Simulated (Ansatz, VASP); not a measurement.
# PtS2 in two plane-wave programs, part 2 of 2

Aim: how closely do two programs agree when they are given the same cell, functional and k mesh? The structure shown is the start of the Ansatz relaxation below; VASP solves that cell, so the two are compared at the walk's first step.

VASP 6.6.1 and Ansatz 0.2.0.

So far. Step 4 (Side by side): The forces differ by 18 meV/Å r.m.s., which is 16.6 % of the r.m.s. force of 0.107 eV/Å (both taken over all components).

## Step 7: VASP: single point, PBEsol with D3(BJ), start cell, pair 2

Level of this step: PBEsol with D3(BJ); plane waves and PAW (S, Pt) (VASP).

The same cell, functional, mesh and smearing now go to VASP, with its own data sets.

INCAR

```
SYSTEM = PtS2
PREC = Accurate
ENCUT = 400
EDIFF = 1E-06
NELM = 120
ISMEAR = 1
SIGMA = 0.2
LREAL = .FALSE.
ALGO = Normal
GGA = PS
IVDW = 12
NBANDS = 17
LASPH = .TRUE.
LORBIT = 11
LWAVE = .FALSE.
LCHARG = .FALSE.
ISIF = 2
GGA_COMPAT = .FALSE.
KPAR = 2
```

POSCAR

```
PtS2
1.0
    3.5149670000      0.0000000000      0.0000000000
   -1.7574830000      3.0440510000      0.0000000000
    0.0000000000      0.0000000000      4.2252230000
S Pt
2 1
Direct
    0.3333331837      0.6666665572      0.2786274239
    0.6666665318      0.3333334428      0.7213725761
    0.0000000000      0.0000000000      0.0000000000
```

KPOINTS

```
Automatic mesh
0
Gamma
15 15 12
0 0 0
```

PAW data sets: S and Pt (PBE family, release 64).

Run with:

```
> mpirun -np 2 vasp_std
```

Numbers of over 12 decimals in the logs are rounded to 6 here.

The log of the run:

```text
[banner, memory and clock lines left out]
running    2 mpi-ranks, on    1 nodes
[...]
[... a notice as in an earlier step ...]

 LDA part: xc-table for (Slater+PW92), standard interpolation
 POSCAR, INCAR and KPOINTS ok, starting setup
[...]
entering main loop
       N       E                     dE             d eps       ncg     rms          rms(c)
DAV:   1     0.892079560774E+02    0.89208E+02   -0.92373E+03 10120   0.945E+02
DAV:   2    -0.144102502891E+02   -0.10362E+03   -0.10069E+03 12206   0.209E+02
DAV:   3    -0.180011168446E+02   -0.35909E+01   -0.35653E+01 11966   0.401E+01
DAV:   4    -0.180309408088E+02   -0.29824E-01   -0.29808E-01 12895   0.411E+00
[...]
DAV:  11    -0.168073777854E+02   -0.12171E-04   -0.46687E-05 12605   0.611E-02    0.360E-02
DAV:  12    -0.168073756164E+02    0.21689E-05   -0.12177E-05 10993   0.344E-02    0.121E-02
DAV:  13    -0.168073759265E+02   -0.31005E-06   -0.12500E-06  5552   0.818E-03
   1 F= -.18132682E+02 E0= -.18133003E+02  d E =0.960400E-03
```

OUTCAR, selected parts (step 7):

```text
 Edisp (eV)   -1.32531

  Total       2.33190     2.33190     1.97394     0.00000     0.00000     0.00000
  in kB      82.64140    82.64141    69.95539     0.00001     0.00000     0.00000
  external pressure =       78.41 kB  Pullay stress =        0.00 kB

 POSITION                                       TOTAL-FORCE (eV/Angst)
 -----------------------------------------------------------------------------------
     -0.00000      2.02937      1.17726        -0.000000     -0.000000      0.221684
      1.75748      1.01468      3.04796         0.000000      0.000000     -0.221684
      0.00000      0.00000      0.00000         0.000000     -0.000000      0.000000
 -----------------------------------------------------------------------------------
    total drift:                                0.000457     -0.000000      0.000000

  FREE ENERGIE OF THE ION-ELECTRON SYSTEM (eV)
  ---------------------------------------------------
  free  energy   TOTEN  =       -18.1326824714 eV

  energy  without entropy=      -18.1336428718  energy(sigma->0) =      -18.13300260

[... 1 part as in an earlier step ...]

[... 2 further parts left out ...]
[key lines of the parts left out:]
E-fermi :   9.8954
```

The run ends at a pressure of 7.84 GPa, with forces up to 0.22 eV/Å.

## Step 8: Comparison

What differs besides the data sets and the points named for the pairs above, as far as they apply: the data sets hold 30 valence electrons in Ansatz (on its PAW soft_1 files) and 22 in VASP. Total energies have different zeros and are not compared.

Forces (eV/Å; atoms numbered as in POSCAR):

| atom | Ansatz x, y, z | VASP x, y, z |
| --- | --- | --- |
| S1 | 0.000, 0.000, 0.258 | 0.000, 0.000, 0.222 |
| S2 | 0.000, 0.000, -0.258 | 0.000, 0.000, -0.222 |
| Pt3 | 0.000, 0.000, 0.000 | 0.000, 0.000, 0.000 |

The forces differ by 17 meV/Å r.m.s., which is 16.5 % of the r.m.s. force of 0.104 eV/Å (both taken over all components).

## Step 9: What the set-up changes

Further runs change the set-up of one program: Ansatz's method, potentials or start, or VASP's data sets, cutoff or form of LDA. The table gives that difference for each run.

| run | r.m.s. force difference (meV/Å) |
| --- | --- |
| as above | 17 |
| VASP with a cutoff of 500 eV (perhaps on Ansatz's relaxed cell) | 17 |

## Step 10: Ansatz: relaxation, PBEsol with D3(BJ)

The two programs are compared at the cell with which this relaxation starts, whose forces are those of its first step. The cell compared in this pair holds 46.17 Å³, against 45.21 Å³ for the pair before.

The structure compared here is the start of the Ansatz relaxation; VASP solves that cell, so the two are compared at the walk's first step.

input.yaml

```yaml
crystal:
  lattice:
    - [3.5263080722, 0.0, 0.0]
    - [-1.7631540361, 3.0538723721, 0.0]
    - [0.0, 0.0, 4.28741034]
  atoms:
    - { symbol: S, position: [0.3333333333, 0.6666666667, 0.2749930786] }
    - { symbol: S, position: [0.6666666667, 0.3333333333, 0.7250069214] }
    - { symbol: Pt, position: [0.0, 0.0, 0.0] }
kpoints:
  mp_grid: { grid: [15, 15, 12] }
hamiltonian:
  xc: pbesol
  dispersion: d3bj
  pseudopotentials: { kind: paw, azcp: { folder: soft_1 }, xc_functional: pbe }
scf:
  occupations: { method: methfessel_paxton, width: 0.2 }
output:
  forces: true
  stress: true
  eigenvalues: true
relax:
  adjacent_minimum: "off"
  f_tol: 0.001
  max_steps: 60
  cell: { stress_tol: 0.01, fix: [volume] }
```

Run with:

```
> ansatz run input.yaml --threads 4 --pin off --max-ram 10240MiB --backend cpu --events-out ev --progress --plain --runs-dir out
```

The log of the run:

```text
[...]
Crystal: 3 atoms, lattice volume = 46.171 Å³
Basis set: ecut = 420 eV, 921 PW (Γ), exchange–correlation on 48×48×60 points (8 copies of the dense FFT grid, shifted against one another)
Bands: 19, of which v1, the nominal top of the filled ones, is band 15 counted from 1 (14 counted from 0)
Symmetry: 12 space group operations
[...]
k-points: 284 of 2700
[...]
k-point 283: bands = [... 11 lower, 9.7800, 10.6736, 11.8300, 11.8300, 17.2718, 17.2718, 21.6562, 21.8520]
--- Relaxed structure (4 steps of the walk, 4 accepted, 1 SCFs on fresh bases) ---
[...]
cell:  # Å, volume = 46.1707 Å³
    - [3.539721, 0, 0]
    - [-1.769861, 3.065488, 0]
    - [0, 0, 4.254979]
  atoms:
    - { symbol: S, position: [0.333333, 0.666667, 0.278627] }
    - { symbol: S, position: [0.666667, 0.333333, 0.721373] }
    - { symbol: Pt, position: [0, 0, 0] }
[key lines of the parts left out:]
SCF converged after 6 iterations
Free energy (F): -14157.622559 eV
Fermi energy:    14.542649 eV
P = ⅓ Tr σ = 3.7869 GPa (37.869 kbar)
```

## Step 11: VASP: single point, PBEsol with D3(BJ), start cell, pair 3

The same cell, functional, mesh and smearing now go to VASP, with its own data sets.

INCAR is that of step 7.

POSCAR

```
PtS2
1.0
    3.5263080000      0.0000000000      0.0000000000
   -1.7631540000      3.0538720000      0.0000000000
    0.0000000000      0.0000000000      4.2874100000
S Pt
2 1
Direct
    0.3333333879      0.6666667758      0.2749930611
    0.6666666121      0.3333332242      0.7250069389
    0.0000000000      0.0000000000      0.0000000000
```

KPOINTS is that of step 7.

Run with:

```
> mpirun -np 2 vasp_std
```

The log of the run:

```text
[... set-up lines as in an earlier step ...]
 entering main loop
       N       E                     dE             d eps       ncg     rms          rms(c)
DAV:   1     0.888864370968E+02    0.88886E+02   -0.92573E+03 10120   0.945E+02
DAV:   2    -0.144970838288E+02   -0.10338E+03   -0.10037E+03 12224   0.208E+02
DAV:   3    -0.180774443167E+02   -0.35804E+01   -0.35599E+01 11847   0.402E+01
DAV:   4    -0.181078736648E+02   -0.30429E-01   -0.30416E-01 13057   0.416E+00
[...]
DAV:  11    -0.168663194360E+02   -0.12181E-04   -0.44679E-05 12751   0.611E-02    0.338E-02
DAV:  12    -0.168663176847E+02    0.17513E-05   -0.10699E-05 11054   0.325E-02    0.104E-02
DAV:  13    -0.168663179889E+02   -0.30419E-06   -0.11446E-06  5536   0.800E-03
   1 F= -.18163315E+02 E0= -.18163788E+02  d E =0.142035E-02
```

OUTCAR, selected parts (step 11):

```text
 Edisp (eV)   -1.29700

  Total       1.67887     1.67887     1.32848     0.00000    -0.00000     0.00000
  in kB      58.25895    58.25893    46.09975     0.00000    -0.00000     0.00000
  external pressure =       54.21 kB  Pullay stress =        0.00 kB

 POSITION                                       TOTAL-FORCE (eV/Angst)
 -----------------------------------------------------------------------------------
     -0.00000      2.03591      1.17901         0.000000      0.000000      0.216657
      1.76315      1.01796      3.10840        -0.000000      0.000000     -0.216657
      0.00000      0.00000      0.00000        -0.000000      0.000000      0.000000
 -----------------------------------------------------------------------------------
    total drift:                               -0.000000      0.000000      0.000000

  FREE ENERGIE OF THE ION-ELECTRON SYSTEM (eV)
  ---------------------------------------------------
  free  energy   TOTEN  =       -18.1633150171 eV

  energy  without entropy=      -18.1647353661  energy(sigma->0) =      -18.16378847

[... 1 part as in an earlier step ...]

[... 2 further parts left out ...]
[key lines of the parts left out:]
E-fermi :   9.5903
```

The run ends at a pressure of 5.42 GPa, with forces up to 0.22 eV/Å.

## Step 12: Differences

What differs besides the data sets and the points named for the pairs above, as far as they apply: the data sets hold 30 valence electrons in Ansatz (on its PAW soft_1 files) and 22 in VASP. Total energies have different zeros and are not compared.

Forces (eV/Å; atoms numbered as in POSCAR):

| atom | Ansatz x, y, z | VASP x, y, z |
| --- | --- | --- |
| S1 | 0.000, 0.000, 0.252 | 0.000, 0.000, 0.217 |
| S2 | 0.000, 0.000, -0.252 | 0.000, 0.000, -0.217 |
| Pt3 | 0.000, 0.000, 0.000 | 0.000, 0.000, 0.000 |

The forces differ by 17 meV/Å r.m.s., which is 16.5 % of the r.m.s. force of 0.102 eV/Å (both taken over all components).

## Step 13: Further runs

Further runs change the set-up of one program: Ansatz's method, potentials or start, or VASP's data sets, cutoff or form of LDA. The table gives that difference for each run.

| run | r.m.s. force difference (meV/Å) |
| --- | --- |
| as above | 17 |
| VASP with a cutoff of 500 eV (perhaps on Ansatz's relaxed cell) | 16 |

## Step 14: Outcome

| Quantity | Value |
| --- | --- |
| r.m.s. force difference (single point, PBEsol with D3(BJ), start cell, pair 1) | 18 meV/Å |
| r.m.s. force difference (single point, PBEsol with D3(BJ), start cell, pair 2) | 17 meV/Å |
| r.m.s. force difference (single point, PBEsol with D3(BJ), start cell, pair 3) | 17 meV/Å |

What this shows: The r.m.s. force difference is 18 meV/Å (single point, PBEsol with D3(BJ), start cell, pair 1), beyond the 12 meV/Å picked in this series as the mark of a large difference. The data sets hold unlike numbers of valence electrons (30 in Ansatz and 22 in VASP), so part of the differences comes from the potentials. 2 further runs of this series are not shown here. Such differences can come from data sets, numerical settings and the points named under the comparisons, not from the functional's error against experiment.

[Lines on the potential files, build, host, timing and source positions are cut from VASP's logs without a mark.]

[Logs are printed without paths, hosts, clocks, repeated set-up lines and the standing remarks that a program may print on its own settings, such as how far it seeks lower states.]

[Hosts, paths, dates, database ids (printed as entryN), source tags and the programs' standing remarks are cut or masked in the printed files.]

[Rows of further runs with another cutoff or data set may stand on the cell that Ansatz relaxed, not on the start cell of the pair above them.]
